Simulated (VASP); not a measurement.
Take CoGa (CsCl type), with a static lattice, in VASP with PAW potentials, and its bulk modulus.

Task: One run gives 197 GPa. Which level is it?
(A) vdW-DF-cx
(B) revPBE
(C) revTPSS
(D) rev-vdW-DF2

Result: A, vdW-DF-cx.  The others give 186 (rev-vdW-DF2), 166 (revPBE), 207 (revTPSS).

Only levels that ran to the end are used. Left out are those held back, those with too coarse a band path, GW runs whose mesh misses a band edge, hybrids' fits of cells that aren't cubic and levels without matching references; a question may draw on a part of the rest.

The compound is CoGa in the CsCl type structure.
